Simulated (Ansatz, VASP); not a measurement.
**One calculation of B4F, two programs**

```
B F
1.0
     2.08142   -1.52173   -0.00370
     2.08142    1.52173   -0.00370
    -0.56597    0.00000    6.28186
B F
4 1
Direct
  0.96479 0.96479 0.75376
  0.51910 0.51910 0.63568
  0.48090 0.48090 0.36432
  0.03521 0.03521 0.24624
  0.00000 0.00000 0.00000
```

Change from the starting cell: species swapped into the AlAu4 type (C2/m, No. 12).

Alike in both runs: functional PBE; k mesh 8 × 8 × 4; occupations gaussian, width 0.1 eV; no spin polarisation.

Ansatz relaxed the structure, and its values are those at the end. VASP's run is a single point on that final structure, the one shown.

```csv
,VASP,Ansatz
version,VASP 6.6.1,Ansatz 0.2.0
potentials or method,"VASP PAW PBE potentials, release 64 (B, F)","scalar-relativistic, plane waves, PAW"
plane-wave cutoff (eV),520,420
valence electrons in the cell,19,19
```

Ansatz gave:

| Property | Result |
| --- | --- |
| gap on the k mesh at the Fermi level (eV) | none |
| pressure (GPa) | 0.1 |
| rms of the force components (eV/Å) | 0.005 |

What did VASP give for the same quantities?

gap on the k mesh at the Fermi level (eV): none; pressure (GPa): 0.1; rms of the force components (eV/Å): 0.017.

A gap of «none» marks a metal or a gap that the smearing closes.

Caveats: an odd number of electrons without spin polarisation forces a metal; a magnetic or distorted state may lie lower.
